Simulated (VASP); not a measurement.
# MnTeS: structure and properties in VASP, part 5 of 9

Wanted: the relaxed cell of MnTeS and its properties. The cell is invented: it takes the structure of a Materials Project entry for TiTeS (space group 156 there), with some of its atoms replaced by other elements, volume scaled by an estimate. It may not be a known or stable phase.

VASP 6.6.1, plane waves and PAW; the level of theory is named at each step.

Still holding for the runs below: The cell holds one magnetic atom, so no antiferromagnetic order fits into it. The k-mesh is coarse for a metal.

So far, moment of the cell, from the last line of the log (μB): step 2 (rough relaxation of the start cell) 4.12; step 3 (full relaxation (PBEsol + U)) 3.57; step 4 (second relaxation) 3.52.

### 6. Bands along the symmetry lines (PBEsol + U)

This step: PBEsol, DFT+U (Mn d 5.3 eV), spin-polarised from a ferromagnetic start; plane waves and PAW (Te, Mn_pv, S); invented cell (VASP 6.6.1).

Levels along the symmetry lines show where the bands peak and cross; KPOINTS_OPT computes them in the converged potential.

INCAR reads:

```
SYSTEM = MnTeS
PREC = Accurate
ENCUT = 400
EDIFF = 1E-06
NELM = 100
ISMEAR = 0
SIGMA = 0.05
LREAL = .FALSE.
ALGO = Normal
GGA = PS
NBANDS = 27
ISPIN = 2
MAGMOM = -0.415 4.291 -0.202
LDAU = .TRUE.
LDAUTYPE = 2
LDAUL = -1 2 -1
LDAUU = 0 5.3 0
LDAUJ = 0 0 0
LDAUPRINT = 1
LASPH = .TRUE.
LMAXMIX = 4
LORBIT = 11
LWAVE = .FALSE.
LCHARG = .FALSE.
```

POSCAR reads:

```
MnTeS
1.0
    3.7305807492      0.0000000167      0.0000000000
   -1.8652898446      3.2307772556      0.0000000000
    0.0000000000      0.0000000000      5.4074965999
Te Mn S
1 1 1
Direct
    0.0000000000      0.0000000000      0.7020784953
    0.3333333300      0.6666666700      0.0408115017
    0.6666666700      0.3333333300      0.2571090030
```

KPOINTS reads:

```
Automatic mesh
0
Gamma
6 6 4
0 0 0
```

KPOINTS_OPT reads:

```
Line mode
16
Line-mode
Reciprocal
  0.00000000   0.00000000   0.00000000 GAMMA
  0.50000000   0.00000000   0.00000000 M

  0.50000000   0.00000000   0.00000000 M
  0.33333333   0.33333333   0.00000000 K

  0.33333333   0.33333333   0.00000000 K
  0.00000000   0.00000000   0.00000000 GAMMA

  0.00000000   0.00000000   0.00000000 GAMMA
  0.00000000   0.00000000   0.50000000 A

  0.00000000   0.00000000   0.50000000 A
  0.50000000   0.00000000   0.50000000 L

  0.50000000   0.00000000   0.50000000 L
  0.33333333   0.33333333   0.50000000 H

  0.33333333   0.33333333   0.50000000 H
  0.00000000   0.00000000   0.50000000 A

  0.50000000   0.00000000   0.50000000 L
  0.50000000   0.00000000   0.00000000 M

  0.33333333   0.33333333   0.00000000 K
  0.33333333   0.33333333   0.50000000 H
```

PAW data sets: Te, Mn_pv and S (PBE family, release 64).

Launch:

```
> mpirun -np 1 vasp_std
```

The log of the run:

```text
[... set-up lines as in an earlier step ...]
 entering main loop
       N       E                     dE             d eps       ncg     rms          rms(c)
DAV:   1     0.165528089291E+03    0.16553E+03   -0.10691E+04  2720   0.721E+02
DAV:   2    -0.594029771176E+01   -0.17147E+03   -0.16265E+03  2806   0.222E+02
DAV:   3    -0.159024161809E+02   -0.99621E+01   -0.98434E+01  3142   0.583E+01
DAV:   4    -0.160453478127E+02   -0.14293E+00   -0.14281E+00  3054   0.724E+00
DAV:   5    -0.160480656155E+02   -0.27178E-02   -0.27176E-02  3023   0.104E+00    0.151E+01
DAV:   6    -0.173520305340E+02   -0.13040E+01   -0.46874E+01  2887   0.454E+01    0.229E+01
DAV:   7    -0.154840401370E+02    0.18680E+01   -0.13262E+01  3010   0.249E+01    0.807E+00
DAV:   8    -0.157943524470E+02   -0.31031E+00   -0.13321E+00  3357   0.594E+00    0.511E+00
DAV:   9    -0.156926428647E+02    0.10171E+00   -0.66768E-01  3370   0.499E+00    0.310E+00
DAV:  10    -0.158070342160E+02   -0.11439E+00   -0.10846E-01  3035   0.264E+00    0.149E+00
DAV:  11    -0.158267453521E+02   -0.19711E-01   -0.44264E-02  3237   0.127E+00    0.436E-01
DAV:  12    -0.158273698316E+02   -0.62448E-03   -0.54958E-03  3024   0.406E-01    0.171E-01
DAV:  13    -0.158275026539E+02   -0.13282E-03   -0.54825E-04  2913   0.182E-01    0.840E-02
DAV:  14    -0.158275084849E+02   -0.58310E-05   -0.48417E-05  3048   0.407E-02    0.378E-02
DAV:  15    -0.158275070398E+02    0.14451E-05   -0.39549E-06  3001   0.166E-02    0.173E-02
DAV:  16    -0.158275081251E+02   -0.10853E-05   -0.48306E-06  2368   0.134E-02    0.503E-03
DAV:  17    -0.158275081908E+02   -0.65659E-07   -0.28166E-07  1461   0.356E-03
   1 F= -.15827508E+02 E0= -.15827150E+02  d E =-.717081E-03  mag=     3.5246
 Start KPOINTS_OPT (optional k-point list driver)
k-point batch [1-24\144]
       N       E                     dE             ncg
DAV:   1    -0.137253971539E+04   -0.12662E+05     2800
DAV:   2    -0.520724237905E+04   -0.38347E+04     2719
DAV:   3    -0.542073705551E+04   -0.21349E+03     3255
DAV:   4    -0.542383631603E+04   -0.30993E+01     3087
DAV:   5    -0.542390040777E+04   -0.64092E-01     3117
DAV:   6    -0.542390267335E+04   -0.22656E-02     3220
DAV:   7    -0.542390277228E+04   -0.98931E-04     3208
DAV:   8    -0.542390277730E+04   -0.50184E-05     2743
DAV:   9    -0.542390277754E+04   -0.23777E-06     2104
[...]
k-point batch [121-144\144]
       N       E                     dE             ncg
DAV:   1    -0.155638263501E+04   -0.20149E+05     2824
DAV:   2    -0.528362788246E+04   -0.37272E+04     2899
DAV:   3    -0.548816322912E+04   -0.20454E+03     3135
DAV:   4    -0.549108041806E+04   -0.29172E+01     3060
DAV:   5    -0.549114253834E+04   -0.62120E-01     3199
DAV:   6    -0.549114469858E+04   -0.21602E-02     3115
DAV:   7    -0.549114479300E+04   -0.94420E-04     3230
DAV:   8    -0.549114479758E+04   -0.45833E-05     2662
DAV:   9    -0.549114479780E+04   -0.21930E-06     2128
```

Elapsed: 78 s, on 1 MPI rank of Intel Xeon 6975P-C (Granite Rapids), shared host; peak memory 0.23 GiB.

OUTCAR, selected parts (step 6):

```text
   k-points           NKPTS =     24   k-points in BZ     NKDIM =     24   number of bands    NBANDS=     27

   NELECT =      25.0000    total number of electrons

atom =   2  type =  2  l = 2

 onsite density matrix

spin component  1

spin component  2

 occupancies and eigenvectors

  o =  0.0254  v =  0.0000  0.0000  0.0000  0.0000  0.0000 -0.3471  0.5392  0.0000 -0.2591  0.7223      0.0000  0.0000  0.0000  0.0000  0.0000  0.0000  0.0000  0.0000  0.0000  0.0000
  o =  0.0254  v =  0.0000  0.0000  0.0000  0.0000  0.0000 -0.7223 -0.2591 -0.0000 -0.5392 -0.3471      0.0000  0.0000  0.0000  0.0000  0.0000  0.0000  0.0000  0.0000  0.0000  0.0000
  o =  0.0271  v =  0.0000  0.0000  0.0000  0.0000  0.0000  0.0000  0.0000 -1.0000  0.0000  0.0000      0.0000  0.0000  0.0000  0.0000  0.0000  0.0000  0.0000  0.0000  0.0000  0.0000
  o =  0.1337  v =  0.0000  0.0000  0.0000  0.0000  0.0000  0.2591  0.7223  0.0000 -0.3471 -0.5392      0.0000  0.0000  0.0000  0.0000  0.0000  0.0000  0.0000  0.0000  0.0000  0.0000
  o =  0.1337  v =  0.0000  0.0000  0.0000  0.0000  0.0000 -0.5392  0.3471  0.0000  0.7223 -0.2591      0.0000  0.0000  0.0000  0.0000  0.0000  0.0000  0.0000  0.0000  0.0000  0.0000
  o =  0.8879  v = -0.2262 -0.7686  0.0000  0.3693  0.4708  0.0000  0.0000  0.0000  0.0000  0.0000      0.0000  0.0000  0.0000  0.0000  0.0000  0.0000  0.0000  0.0000  0.0000  0.0000
  o =  0.8879  v = -0.4708  0.3693 -0.0000  0.7686 -0.2262  0.0000  0.0000  0.0000  0.0000  0.0000      0.0000  0.0000  0.0000  0.0000  0.0000  0.0000  0.0000  0.0000  0.0000  0.0000
  o =  0.9292  v = -0.0000 -0.0000 -1.0000 -0.0000 -0.0000  0.0000  0.0000  0.0000  0.0000  0.0000      0.0000  0.0000  0.0000  0.0000  0.0000  0.0000  0.0000  0.0000  0.0000  0.0000
  o =  0.9321  v =  0.3694 -0.4708  0.0000  0.2262 -0.7686  0.0000  0.0000  0.0000  0.0000  0.0000      0.0000  0.0000  0.0000  0.0000  0.0000  0.0000  0.0000  0.0000  0.0000  0.0000
  o =  0.9321  v =  0.7686  0.2262 -0.0001  0.4708  0.3694  0.0000  0.0000  0.0000  0.0000  0.0000      0.0000  0.0000  0.0000  0.0000  0.0000  0.0000  0.0000  0.0000  0.0000  0.0000

 E-fermi :   6.1778

 spin component 1
 k-point     1 :       0.0000    0.0000    0.0000
  band No.  band energies     occupation
    ...
      9       1.3553      1.00000
     10       1.3553      1.00000
     11       2.2217      1.00000
     12       6.0639      0.99936
     13       6.0639      0.99936
     14       7.5612      0.00000
     15       7.5612      0.00000
     16       7.7310      0.00000
     17      10.1079      0.00000
     18      12.1507      0.00000
    ...

 k-point     2 :       0.1667   -0.0000    0.0000
  band No.  band energies     occupation
    ...
     10       1.3673      1.00000
     11       2.2817      1.00000
     12       4.5186      1.00000
     13       5.4540      1.00000
     14       6.1210      0.94573
     15       7.6758      0.00000
     16       7.7418      0.00000
     17      11.1687      0.00000
     18      12.4936      0.00000
     19      13.6283      0.00000
    ...

  Total       -0.0067350     -0.0067350     -0.0185106     -0.0000000     -0.0000000     -0.0000000
  in kB       -0.1655653     -0.1655652     -0.4550418     -0.0000000     -0.0000000     -0.0000000
  external PRESSURE =      -0.2620574 kB  Pullay stress =       0.0000000 kB

 POSITION                                       TOTAL-FORCE (eV/Angst)
 -----------------------------------------------------------------------------------
      0.00000      0.00000      3.79649         0.000000     -0.000000      0.008466
      0.00000      2.15385      0.22069        -0.000000      0.000000     -0.009087
      1.86529      1.07693      1.39032        -0.000000     -0.000000      0.000620
 -----------------------------------------------------------------------------------
    total drift:                                0.000004     -0.000004     -0.000480

  FREE ENERGIE OF THE ION-ELECTRON SYSTEM (eV)
  ---------------------------------------------------
  free  energy   TOTEN  =       -15.8275081908 eV

  energy  without entropy=      -15.8267911099  energy(sigma->0) =      -15.82714965

[... 10 parts as in an earlier step ...]

[... 14 further parts left out ...]
```

Spin-orbit coupling is off here; with elements this heavy it splits and shifts levels by tenths of an eV or more.

Numbers from this step:

| Property | Result |
| --- | --- |
| bands | 27 |
| pressure | -0.02621 GPa |

Spin up. The electronic bands at the labelled points (eV, zero at the Fermi level; # counts the bands kept, so #1 is VASP's band 6):

```csv
point,#6,#7,#8,#9,#10,#11,#12,#13
Γ,-3.96,-0.11,-0.11,1.38,1.38,1.55,3.93,5.97
0.47 of the way,-3.83,-2.49,-1.11,-0.83,1.25,1.51,5.05,6.35
M,-3.53,-3.16,-2.77,-2.08,-0.53,1.41,4.32,5.48
0.47 of the way,-3.93,-2.83,-2.68,-1.92,-0.67,0.26,4.28,5.59
K,-4.47,-1.95,-1.94,-1.83,-1.65,-0.90,3.48,7.93
0.47 of the way,-3.69,-2.92,-2.63,-0.37,0.31,0.94,5.28,6.40
Γ,-3.96,-0.11,-0.11,1.38,1.38,1.55,3.93,5.97
0.53 of the way,-3.44,-0.24,-0.24,0.14,1.61,1.61,4.57,6.55
A,-2.24,-1.51,-0.33,-0.33,1.78,1.78,5.14,6.67
0.47 of the way,-3.15,-1.80,-0.82,-0.71,0.11,0.82,4.85,6.02
L,-4.49,-3.96,-1.29,-0.56,0.09,0.61,4.30,5.12
0.47 of the way,-4.40,-3.94,-2.40,-1.89,0.62,1.30,4.93,6.23
H,-4.03,-3.64,-3.47,-3.43,0.81,1.84,6.14,6.25
0.47 of the way,-3.51,-2.29,-1.76,-1.14,0.17,0.73,5.42,6.53
A,-2.24,-1.51,-0.33,-0.33,1.78,1.78,5.14,6.67
jump to L,-4.49,-3.96,-1.29,-0.56,0.09,0.61,4.30,5.12
0.53 of the way,-4.04,-3.70,-1.80,-1.78,0.33,0.87,4.13,4.70
M,-3.53,-3.16,-2.77,-2.08,-0.53,1.41,4.32,5.48
jump to K,-4.47,-1.95,-1.94,-1.83,-1.65,-0.90,3.48,7.93
0.47 of the way,-4.39,-2.96,-2.91,-2.48,-0.31,0.50,4.51,7.62
H,-4.03,-3.64,-3.47,-3.43,0.81,1.84,6.14,6.25
```

Of the projections kept (Te, Mn, S), the largest for each band there; the rest of the weight can lie on other orbitals:

```csv
point,#6,#7,#8,#9,#10,#11,#12,#13
Γ,Mn 0.79,S 0.73,S 0.73,Te 0.91,Te 0.91,S 0.55,S 0.49,Te 0.62
M,Mn 0.63,S 0.40,S 0.49,S 0.51,Te 0.44,Te 0.54,Mn 0.59,Mn 0.42
K,Mn 0.78,S 0.48,Mn 0.40,Te 0.44,Te 0.39,Te 0.57,Mn 0.68,S 0.44
Γ,Mn 0.79,S 0.73,S 0.73,Te 0.91,Te 0.91,S 0.55,S 0.49,Te 0.62
A,Te 0.67,S 0.55,S 0.69,S 0.69,Te 0.76,Te 0.76,Mn 0.58,Te 0.71
L,Mn 0.90,Mn 0.82,S 0.66,S 0.60,Te 0.76,Te 0.49,Mn 0.48,Te 0.67
```

Spin down. The electronic bands at the labelled points (eV, zero at the Fermi level; # counts the bands kept, so #1 is VASP's band 6):

```csv
point,#3,#4,#5,#6,#7,#8,#9,#10
Γ,-2.04,0.76,0.76,1.02,3.00,3.00,3.37,4.00
0.47 of the way,-2.26,-1.82,-0.06,-0.05,2.61,3.48,3.57,4.24
M,-3.11,-2.52,-1.83,-0.68,1.96,3.56,3.82,4.22
0.47 of the way,-3.08,-2.95,-1.81,-1.37,2.80,3.35,3.74,3.95
K,-3.40,-2.64,-2.07,-1.94,3.01,3.18,3.64,4.12
0.47 of the way,-3.34,-2.04,-0.93,-0.44,2.87,3.44,3.88,3.95
Γ,-2.04,0.76,0.76,1.02,3.00,3.00,3.37,4.00
0.53 of the way,-1.96,-0.40,0.52,0.52,3.01,3.01,3.36,4.30
A,-1.88,-1.88,0.34,0.34,2.97,2.97,3.35,4.62
0.47 of the way,-2.10,-1.22,-0.99,-0.33,2.72,3.37,3.65,3.97
L,-2.39,-1.48,-0.84,-0.66,2.51,3.55,3.76,4.18
0.47 of the way,-3.02,-2.50,-0.75,-0.50,2.80,3.66,3.85,3.88
H,-3.83,-3.71,-0.57,-0.55,3.36,3.39,3.52,4.17
0.47 of the way,-2.49,-1.79,-0.79,-0.68,2.96,3.21,3.60,3.93
A,-1.88,-1.88,0.34,0.34,2.97,2.97,3.35,4.62
jump to L,-2.39,-1.48,-0.84,-0.66,2.51,3.55,3.76,4.18
0.53 of the way,-2.48,-2.46,-0.99,-0.75,2.17,3.59,3.72,4.24
M,-3.11,-2.52,-1.83,-0.68,1.96,3.56,3.82,4.22
jump to K,-3.40,-2.64,-2.07,-1.94,3.01,3.18,3.64,4.12
0.47 of the way,-4.12,-2.62,-1.52,-1.21,3.22,3.32,3.54,4.15
H,-3.83,-3.71,-0.57,-0.55,3.36,3.39,3.52,4.17
```

Of the projections kept (Te, Mn, S), the largest for each band there; the rest of the weight can lie on other orbitals:

```csv
point,#3,#4,#5,#6,#7,#8,#9,#10
Γ,S 0.68,Te 0.80,Te 0.80,S 0.48,Mn 0.98,Mn 0.98,Mn 0.91,Mn 0.82
M,S 0.60,S 0.74,Te 0.55,Te 0.62,Mn 0.86,Mn 0.97,Mn 0.99,Mn 0.94
K,Te 0.70,S 0.75,S 0.47,Te 0.80,Mn 0.94,Mn 0.93,Mn 0.93,Mn 0.93
Γ,S 0.68,Te 0.80,Te 0.80,S 0.48,Mn 0.98,Mn 0.98,Mn 0.91,Mn 0.82
A,S 0.73,S 0.73,Te 0.82,Te 0.82,Mn 0.98,Mn 0.98,Mn 0.87,Mn 0.76
L,S 0.74,S 0.55,Te 0.80,Te 0.55,Mn 0.94,Mn 0.95,Mn 0.98,Mn 0.94
```

There is no gap at this level.

[end of part 5 of 9]

[Lines on the potential files, build, host, timing and source positions are cut from VASP's logs without a mark.]

[Logs are printed without paths, hosts, clocks, repeated set-up lines and the standing remarks that a program may print on its own settings, such as how far it seeks lower states.]

[Hosts, paths, dates, database ids (printed as entryN), source tags and the programs' standing remarks are cut or masked in the printed files.]

[A measured line is paired with the nearest computed mode of its activity, which favours agreement.]
